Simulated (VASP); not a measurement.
Consider the following.

```yaml
crystal:
  lattice:
    - [0.00000, 1.94232, 1.94232]
    - [1.94232, 0.00000, 1.94232]
    - [1.94232, 1.94232, 0.00000]
  atoms:
    - { symbol: Ir, position: [0.00000, 0.00000, 0.00000] }
```

The numbers are results of PW91 GGA, VASP's PBE PAW potentials (set 64) (plane waves; VASP), not measurements. Run with 520 eV cut-off, Gaussian smearing of 0.050 eV, potentials Ir.

Give the energies of bands 1 to 6 at the high-symmetry points, in eV from the Fermi level.

```
band       Γ      X      U      L      W
----  ------  -----  -----  -----  -----
1     -10.69  -7.51  -6.59  -7.72  -5.93
2      -3.69  -6.97  -5.68  -3.78  -4.62
3      -3.69   0.81  -2.72  -3.78  -4.62
4      -3.69   1.39  -0.83  -0.59  -1.69
5      -1.14   1.39   0.58   0.84   1.40
6      -1.14   1.78   6.23   0.84   7.95
```

It has no gap at this level: it comes out as a metal or semimetal.

The compound is Ir in the fcc structure. It was relaxed first.
